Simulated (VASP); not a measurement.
OSZICAR of a VASP run on RuS (space group I4_1md):

OSZICAR:
```
       N       E                     dE             d eps       ncg     rms          rms(c)
DAV:   1     0.292370658368E+03    0.29237E+03   -0.17711E+04  2000   0.117E+03
DAV:   2    -0.135329625643E+02   -0.30590E+03   -0.30253E+03  2320   0.388E+02
DAV:   3    -0.238777186393E+02   -0.10345E+02   -0.10272E+02  2256   0.737E+01
DAV:   4    -0.239994969057E+02   -0.12178E+00   -0.12171E+00  2248   0.788E+00
DAV:   5    -0.240017535836E+02   -0.22567E-02   -0.22566E-02  2320   0.990E-01    0.443E+01
DAV:   6    -0.234089090371E+02    0.59284E+00   -0.48748E+00  2184   0.173E+01    0.221E+01
DAV:   7    -0.233931385990E+02    0.15770E-01   -0.16618E+00  2160   0.108E+01    0.103E+01
DAV:   8    -0.232958133581E+02    0.97325E-01   -0.35521E-01  2176   0.499E+00    0.715E-01
DAV:   9    -0.232960073971E+02   -0.19404E-03   -0.18486E-02  2104   0.854E-01    0.370E-01
DAV:  10    -0.232959194949E+02    0.87902E-04   -0.52843E-04  2120   0.181E-01    0.174E-01
DAV:  11    -0.232959037988E+02    0.15696E-04   -0.55507E-05  2256   0.423E-02    0.907E-02
DAV:  12    -0.232958963239E+02    0.74750E-05   -0.12329E-05  2232   0.231E-02    0.367E-02
DAV:  13    -0.232958954036E+02    0.92028E-06   -0.27522E-06  1200   0.114E-02
   1 F= -.23295895E+02 E0= -.23287852E+02  d E =-.160878E-01
```

### Question
Which electronic solver shows in the log?

### Answer
It is blocked Davidson (ALGO = Normal, or the opening steps of other solvers). The INCAR had ALGO = Normal.

### Question
Can the final energy be trusted as converged?

### Answer
The calculation finished and met its thresholds. It stopped with EDIFF = 1E-6, NELM = 100 (PBE GGA, plane waves, VASP's PBE PAW potentials (set 64)).

The structure was generated: RuS was put into an ordered model structure, which need not be its known phase. The cell was not relaxed at this level. The k-mesh is coarse (spacing up to 0.43 per Å, 2π included), so the numbers may not be converged in it.
